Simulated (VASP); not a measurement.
## MnF2: cell size against the level of theory

Which functional gives the lattice of MnF2 as experiment finds it, and is a dearer one worth its cost? The levels: PBE, LDA, r2SCAN and PBE + D3(BJ). The start is a cell from a database of measured crystal structures.

Method: PBE, spin-polarised from a ferromagnetic start; plane waves and PAW (Mn_pv, F), in the first sound run; inputs show where later runs differ, in VASP 6.6.1.

Experimental background.

For MnF2, tetragonal rutile type (bulk crystal), “SENJU: a new time-of-flight single-crystal neutron diffractometer at J-PARC” (2016, pmc:4762571) quotes earlier work: lattice constant a (a = b, quoted cell parameter) 4.874 Å [literature cell parameter quoted as background; measurement temperature not stated].

## 1. Set-up

Before any relaxation, the start is as follows. Symmetry: P4_2/mnm, No. 136, tetragonal system. Conventional cell: a = 4.851 Å, b = 4.851 Å, c = 3.304 Å, α = 90.00°, β = 90.00°, γ = 90.00°. Nearest to Mn lie 6 F at 2.09 to 2.13 Å. Nearest to F lie 3 Mn at 2.09 to 2.13 Å. Farther neighbours and most contacts between anions are not listed.

As a file:

```cif
data_structure
_symmetry_space_group_name_H-M 'P 1'
_symmetry_Int_Tables_number 1
_cell_length_a 4.8509
_cell_length_b 4.8509
_cell_length_c 3.3043
_cell_angle_alpha 90.000
_cell_angle_beta 90.000
_cell_angle_gamma 90.000
_cell_volume 77.75
loop_
_atom_site_label
_atom_site_type_symbol
_atom_site_fract_x
_atom_site_fract_y
_atom_site_fract_z
_atom_site_occupancy
Mn1 Mn 0.00000 0.00000 0.00000 1
Mn2 Mn 0.50000 0.50000 0.50000 1
F3 F 0.30460 0.30460 0.00000 1
F4 F 0.19540 0.80460 0.50000 1
F5 F 0.69540 0.69540 0.00000 1
F6 F 0.80460 0.19540 0.50000 1
```

## 2. Relaxation with PBE

Properties are meant for the cell that this level of theory prefers, so cell and atoms are relaxed first (ISIF = 3) until forces and stress are small; EDIFFG sets the threshold. PBE, the usual starting point, adds the gradient of the density.

File INCAR:

```
SYSTEM = MnF2
PREC = Accurate
ENCUT = 560
EDIFF = 1E-06
NELM = 100
ISMEAR = -1
SIGMA = 0.05
LREAL = .FALSE.
ALGO = Normal
GGA = PE
NBANDS = 41
ISPIN = 2
MAGMOM = 4 4 0 0 0 0
LASPH = .TRUE.
LMAXMIX = 4
LORBIT = 11
LWAVE = .FALSE.
LCHARG = .FALSE.
KPAR = 2
IBRION = 2
NSW = 60
ISIF = 3
EDIFFG = -0.01
```

File POSCAR:

```
MnF2
1.0
    4.8509000000      0.0000000000      0.0000000000
    0.0000000000      4.8509000000      0.0000000000
    0.0000000000      0.0000000000      3.3043000000
Mn F
2 4
Direct
    0.0000000000      0.0000000000      0.0000000000
    0.5000000000      0.5000000000      0.5000000000
    0.3046000000      0.3046000000      0.0000000000
    0.1954000000      0.8046000000      0.5000000000
    0.6954000000      0.6954000000      0.0000000000
    0.8046000000      0.1954000000      0.5000000000
```

File KPOINTS:

```
Automatic mesh
0
Gamma
6 6 8
0 0 0
```

PAW data sets: Mn_pv and F (PBE family, release 64).

Run with:

```
$ mpirun -np 2 vasp_std
```

The program printed:

```text
[banner, memory and clock lines left out]
running    2 mpi-ranks, on    1 nodes
 distrk:  each k-point on    1 cores,    2 groups
 distr:  one band on    1 cores,    1 groups

 POSCAR found type information on POSCAR MnF
 POSCAR found :  2 types and       6 ions
 LDA part: xc-table for (Slater+PW92), standard interpolation
 POSCAR, INCAR and KPOINTS ok, starting setup
 FFT: planning ... GRIDC
 FFT: planning ... GRID_SOFT
 FFT: planning ... GRID
 WAVECAR not read
 entering main loop
       N       E                     dE             d eps       ncg     rms          rms(c)
DAV:   1     0.701072817312E+03    0.70107E+03   -0.30996E+04  8248   0.158E+03
DAV:   2     0.220511747852E+02   -0.67902E+03   -0.63178E+03  8510   0.468E+02
DAV:   3    -0.415838409298E+02   -0.63635E+02   -0.62726E+02  9450   0.155E+02
DAV:   4    -0.426539909872E+02   -0.10702E+01   -0.10684E+01  8668   0.216E+01
DAV:   5    -0.426659320747E+02   -0.11941E-01   -0.11940E-01  9330   0.230E+00    0.223E+01
DAV:   6    -0.392211104234E+02    0.34448E+01   -0.15216E+01  9579   0.308E+01    0.170E+01
DAV:   7    -0.392784585577E+02   -0.57348E-01   -0.13402E+00  8386   0.910E+00    0.113E+01
DAV:   8    -0.392431848201E+02    0.35274E-01   -0.13058E-01  8998   0.292E+00    0.570E+00
DAV:   9    -0.392759221813E+02   -0.32737E-01   -0.30528E-02  8622   0.162E+00    0.836E-01
DAV:  10    -0.392762549096E+02   -0.33273E-03   -0.78606E-03  9033   0.558E-01    0.147E-01
DAV:  11    -0.392766989342E+02   -0.44402E-03   -0.42467E-04  8528   0.130E-01    0.892E-02
DAV:  12    -0.392769301363E+02   -0.23120E-03   -0.98946E-05  8382   0.644E-02    0.327E-02
DAV:  13    -0.392769669788E+02   -0.36843E-04   -0.19403E-05  8779   0.328E-02    0.129E-02
DAV:  14    -0.392769681939E+02   -0.12151E-05   -0.20068E-06  7366   0.829E-03    0.738E-03
DAV:  15    -0.392769685034E+02   -0.30950E-06   -0.84426E-07  5613   0.570E-03
   1 F= -.39276969E+02 E0= -.39276968E+02  d E =-.392770E+02  mag=    10.0000
 curvature:   0.00 expect dE= 0.000E+00 dE for cont linesearch  0.000E+00
 trial: gam= 0.00000 g(F)=  0.401E-04 g(S)=  0.138E+00 ort = 0.000E+00 (trialstep = 0.100E+01)
 search vector abs. value=  0.138E+00
 bond charge predicted
       N       E                     dE             d eps       ncg     rms          rms(c)
DAV:   1    -0.414591539932E+02   -0.21822E+01   -0.39286E+01  9106   0.522E+01    0.133E+01
DAV:   2    -0.394183043623E+02    0.20408E+01   -0.49234E+00  9128   0.153E+01    0.868E+00
DAV:   3    -0.393730676391E+02    0.45237E-01   -0.37672E-01  8652   0.534E+00    0.284E+00
DAV:   4    -0.393435404555E+02    0.29527E-01   -0.48925E-02  9070   0.148E+00    0.201E+00
DAV:   5    -0.393334040033E+02    0.10136E-01   -0.10555E-02  8458   0.893E-01    0.709E-01
DAV:   6    -0.393331709372E+02    0.23307E-03   -0.14697E-03  9450   0.444E-01    0.744E-02
DAV:   7    -0.393331876826E+02   -0.16745E-04   -0.30557E-04  9224   0.109E-01    0.319E-02
DAV:   8    -0.393331985937E+02   -0.10911E-04   -0.18912E-05  8906   0.307E-02    0.168E-02
DAV:   9    -0.393332039504E+02   -0.53567E-05   -0.30035E-06  8102   0.126E-02    0.479E-03
DAV:  10    -0.393332042131E+02   -0.26272E-06   -0.23919E-07  5067   0.452E-03
   2 F= -.39333204E+02 E0= -.39333204E+02  d E =-.562357E-01  mag=    10.0000
[...]
3 F= -.39334690E+02 E0= -.39334690E+02  d E =-.577216E-01  mag=    10.0000
[...]
4 F= -.39334663E+02 E0= -.39334663E+02  d E =-.576950E-01  mag=    10.0000
[...]
5 F= -.39335462E+02 E0= -.39335462E+02  d E =-.798371E-03  mag=    10.0000
 trial-energy change:   -0.000798  1 .order   -0.000812   -0.000943   -0.000680
 step:   3.4804(harm=  3.4804)  dis= 0.00408  next Energy=   -39.336358 (dE=-0.169E-02)
 bond charge predicted
       N       E                     dE             d eps       ncg     rms          rms(c)
DAV:   1    -0.393480835457E+02   -0.12622E-01   -0.13191E+00  8236   0.711E+00    0.976E-01
DAV:   2    -0.393399179418E+02    0.81656E-02   -0.34348E-02  8902   0.126E+00    0.603E-01
DAV:   3    -0.393372556965E+02    0.26622E-02   -0.23379E-03  9304   0.386E-01    0.323E-01
DAV:   4    -0.393363240983E+02    0.93160E-03   -0.10723E-03  9800   0.211E-01    0.105E-01
DAV:   5    -0.393362965454E+02    0.27553E-04   -0.18998E-04  8691   0.947E-02    0.572E-02
DAV:   6    -0.393362980018E+02   -0.14564E-05   -0.15152E-05  8440   0.292E-02    0.320E-02
DAV:   7    -0.393362991155E+02   -0.11137E-05   -0.18914E-06  7377   0.106E-02    0.117E-02
DAV:   8    -0.393362997036E+02   -0.58807E-06   -0.51396E-07  5400   0.661E-03
   6 F= -.39336300E+02 E0= -.39336300E+02  d E =-.163620E-02  mag=    10.0000
 curvature:  -1.72 expect dE=-0.148E-03 dE for cont linesearch -0.128E-05
 trial: gam= 0.06744 g(F)=  0.113E-04 g(S)=  0.748E-04 ort =-0.268E-04 (trialstep = 0.147E+01)
 search vector abs. value=  0.868E-04
 reached required accuracy - stopping structural energy minimisation
```

It took 8.7 min on 2 MPI ranks of Intel Xeon Platinum 8259CL at 2.50GHz (Skylake/Cascade Lake), shared host; peak memory 0.79 GiB; 16 min of CPU time.

Lines that name or quote the potential files are left out of all logs, and their timing lines are given in words.

OUTCAR, selected parts (step 2):

```text
ion  position               nearest neighbor table
   1  0.000  0.000  0.000-   3 2.09   5 2.09   4 2.13   6 2.13   4 2.13   6 2.13
   2  0.500  0.500  0.500-   4 2.09   6 2.09   5 2.13   3 2.13   3 2.13   5 2.13
   3  0.305  0.305  0.000-   1 2.09   2 2.13   2 2.13
   4  0.195  0.805  0.500-   2 2.09   1 2.13   1 2.13
   5  0.695  0.695  0.000-   1 2.09   2 2.13   2 2.13
   6  0.805  0.195  0.500-   2 2.09   1 2.13   1 2.13

  LATTYP: Found a simple tetragonal cell.
 ALAT       =     4.8509000000
 C/A-ratio  =     0.6811725659

 Subroutine GETGRP returns: Found 16 space group operations
 (whereof  8 operations were pure point group operations)

The static configuration has the point symmetry D_2h.
 The point group associated with its full space group is D_4h.

 Found     50 irreducible k-points:

   k-points           NKPTS =     50   k-points in BZ     NKDIM =     50   number of bands    NBANDS=     41

   dimension x,y,z NGX =    40 NGY =   40 NGZ =   28
   dimension x,y,z NGXF=    80 NGYF=   80 NGZF=   56

   ENCUT  =  560.0 eV  41.16 Ry    6.42 a.u.   9.36  9.36  6.38*2*pi/ulx,y,z

   NELECT =      54.0000    total number of electrons

 k-points in reciprocal lattice and weights: Automatic mesh
   0.00000000  0.00000000  0.00000000       0.003
   0.16666667  0.00000000  0.00000000       0.014
   0.33333333  0.00000000  0.00000000       0.014
   0.50000000  0.00000000  0.00000000       0.007
   0.16666667  0.16666667  0.00000000       0.014
   0.33333333  0.16666667  0.00000000       0.028
   0.50000000  0.16666667  0.00000000       0.014
   0.33333333  0.33333333  0.00000000       0.014
   0.50000000  0.33333333  0.00000000       0.014
[...]
0.50000000  0.33333333  0.50000000       0.014
   0.50000000  0.50000000  0.50000000       0.003

 average (electrostatic) potential at core
       1 -71.4401       2 -71.4401       3 -77.3366       4 -77.3366       5 -77.3366
       6 -77.3366

 E-fermi :   3.4872

 spin component 1
 k-point     1 :       0.0000    0.0000    0.0000
  band No.  band energies     occupation
    ...
     28       1.1522      1.00000
     29       1.3778      1.00000
     30       2.3479      1.00000
     31       2.3479      1.00000
     32       2.8568      1.00000
     33       4.0635      0.00001
     34       9.4319      0.00000
     35       9.4319      0.00000
     36      10.4547      0.00000
     37      12.4463      0.00000
    ...

 k-point     2 :       0.1667    0.0000    0.0000
  band No.  band energies     occupation
    ...
     28       1.2657      1.00000
     29       1.3328      1.00000
     30       2.3189      1.00000
     31       2.3246      1.00000
     32       2.7657      1.00000
     33       4.3871      0.00000
     34       8.7313      0.00000
     35       9.6152      0.00000
     36      10.7966      0.00000
     37      12.8171      0.00000
    ...

 k-point     3 :       0.3333    0.0000    0.0000
  band No.  band energies     occupation
    ...
     28       1.1970      1.00000
     29       1.6206      1.00000
     30       2.2612      1.00000
     31       2.2719      1.00000
     32       2.4901      1.00000
     33       5.2327      0.00000
     34       7.5724      0.00000
     35      10.1080      0.00000
     36      10.9563      0.00000
     37      12.7412      0.00000
    ...

 k-point     4 :       0.5000    0.0000    0.0000
  band No.  band energies     occupation
    ...
     28       1.0182      1.00000
     29       2.0766      1.00000
     30       2.0766      1.00000
     31       2.2374      1.00000
     32       2.2374      1.00000
     33       6.3571      0.00000
     34       6.3571      0.00000
     35      10.6889      0.00000
     36      10.6889      0.00000
     37      12.5528      0.00000
    ...

 k-point     5 :       0.1667    0.1667    0.0000
  band No.  band energies     occupation
    ...
     28       1.2922      1.00000
     29       1.3463      1.00000
     30       2.2666      1.00000
     31       2.3473      1.00000
     32       2.6656      1.00000
     33       4.7043      0.00000
     34       8.7184      0.00000
     35       9.1415      0.00000
     36      11.0545      0.00000
     37      12.8346      0.00000
    ...

 k-point     6 :       0.3333    0.1667    0.0000
  band No.  band energies     occupation
    ...
     28       1.1843      1.00000
     29       1.6057      1.00000
     30       2.2369      1.00000
     31       2.3211      1.00000
     32       2.3841      1.00000
     33       5.5171      0.00000
     34       7.7469      0.00000
     35       9.4726      0.00000
     36      10.7892      0.00000
     37      12.7634      0.00000
    ...

  Total        0.0538094      0.0538094      0.0592308     -0.0000000      0.0000000      0.0000000
  in kB        1.0545957      1.0545957      1.1608477     -0.0000000      0.0000000      0.0000000
  external PRESSURE =       1.0900130 kB  Pullay stress =       0.0000000 kB

  energy-cutoff  :      560.00
  volume of cell :       81.75
      direct lattice vectors                 reciprocal lattice vectors
     4.947367553  0.000000000  0.000000000     0.202127695  0.000000000  0.000000000
    -0.000000000  4.947367553  0.000000000    -0.000000000  0.202127695  0.000000000
     0.000000000  0.000000000  3.339905832     0.000000000  0.000000000  0.299409639

 POSITION                                       TOTAL-FORCE (eV/Angst)
 -----------------------------------------------------------------------------------
      0.00000      0.00000      0.00000        -0.000000      0.000000      0.000000
      2.47368      2.47368      1.66995        -0.000000      0.000000      0.000000
      1.51064      1.51064      0.00000        -0.005410     -0.005410      0.000000
      0.96305      3.98432      1.66995         0.005410     -0.005410      0.000000
      3.43673      3.43673      0.00000         0.005410      0.005410      0.000000
      3.98432      0.96305      1.66995        -0.005410      0.005410      0.000000
 -----------------------------------------------------------------------------------
    total drift:                                0.000000     -0.000000     -0.000000

  FREE ENERGIE OF THE ION-ELECTRON SYSTEM (eV)
  ---------------------------------------------------
  free  energy   TOTEN  =       -39.3362997036 eV

  energy  without entropy=      -39.3362996551  energy(sigma->0) =      -39.33629968

 reached required accuracy - stopping structural energy minimisation

 total charge
# of ion       s       p       d       tot
------------------------------------------
    1        0.157   6.134   4.933  11.224
    2        0.157   6.134   4.933  11.224
    3        1.732   4.359   0.000   6.092
    4        1.732   4.359   0.000   6.092
    5        1.732   4.359   0.000   6.092
    6        1.732   4.359   0.000   6.092
--------------------------------------------------
tot          7.244  29.705   9.866  46.815

 magnetization (x)
# of ion       s       p       d       tot
------------------------------------------
    1        0.024   0.020   4.551   4.596
    2        0.024   0.020   4.551   4.596
    3        0.008   0.078   0.000   0.086
    4        0.008   0.078   0.000   0.086
    5        0.008   0.078   0.000   0.086
    6        0.008   0.078   0.000   0.086
--------------------------------------------------
tot          0.081   0.351   9.103   9.535

[... 6 further parts left out ...]
```

The magnetic state follows from one typed start and may not be the lowest. Experiment finds antiferromagnetic order in this phase (a transition is listed at 68 K, arxiv:0910.3137), so this ferromagnetic run describes another state. The gap is read on the k-mesh alone, so it is an upper bound where the band edges lie off the mesh, and a coarse mesh can show a gap where there is none. The run keeps the 16 symmetry operations of its start, so it cannot find a distortion of lower symmetry.

Relaxation path:

```tsv
step	energy less that of the first step (eV)	largest force (eV/Å)	pressure (GPa)	volume (Å³)
1	0.0000	0.0144	4.93	77.75
2	-0.0562	0.0420	-0.70	82.32
3	-0.0577	0.0350	-0.01	81.65
4	-0.0577	0.0341	0.12	81.58
5	-0.0585	0.0225	0.10	81.62
6	-0.0593	0.0077	0.11	81.75
```

```tsv
conventional cell, symmetrised	before	after	change
a (Å)	4.851	4.947	+2.0 %
b (Å)	4.851	4.947	+2.0 %
c (Å)	3.304	3.340	+1.1 %
volume (Å³/atom)	12.96	13.62	+5.1 %
```

Final coordinates:

```
Mn F
1.0
     4.94737    0.00000    0.00000
     0.00000    4.94737    0.00000
     0.00000    0.00000    3.33991
Mn F
2 4
Direct
  0.00000 0.00000 0.00000
  0.50000 0.50000 0.50000
  0.30534 0.30534 0.00000
  0.19466 0.80534 0.50000
  0.69466 0.69466 0.00000
  0.80534 0.19466 0.50000
```

Numbers from this step:

```
electrons                                         : 54
bands                                             : 41
irreducible k-points                              : 50
symmetry operations                               : 16
free energy (TOTEN)                               : -39.34 eV
Fermi energy                                      : 3.487 eV
pressure                                          : 0.1090 GPa
moment of the cell, from the last line of the log : 10 μB
metallic, judged on the points sampled            : no
valence top at k                                  : 0, 0, 0
conduction bottom at k                            : 0, 0, 0
least direct gap at k                             : 0, 0, 0
SCF cycles over all ionic steps                   : 52
gap on the k-mesh                                 : 1.207 eV
least direct gap on the k-mesh                    : 1.207 eV
```

Spin moment in the PAW sphere by atom:

```tsv
atom	spin moment in the PAW sphere (μB)
Mn1	4.60
Mn2	4.60
F3	0.09
F4	0.09
F5	0.09
F6	0.09
```

It ends with a largest force of 0.008 eV/Å and a pressure of 0.11 GPa. The volume lies +5.1 % from that of the database's start. The conventional cell has a = 4.947 and c = 3.340 Å.

[end of part 1 of 3]

[Lines on the potential files, build, host, timing and source positions are cut from VASP's logs without a mark.]

[Logs are printed without paths, hosts, clocks, repeated set-up lines and the standing remarks that a program may print on its own settings, such as how far it seeks lower states.]

[Hosts, paths, dates, database ids (printed as entryN), source tags and the programs' standing remarks are cut or masked in the printed files.]

[A measured line is paired with the nearest computed mode of its activity, which favours agreement.]

[In band tables of VASP the shares of atoms and orbitals are scaled to a sum of 1 inside the atoms' spheres.]
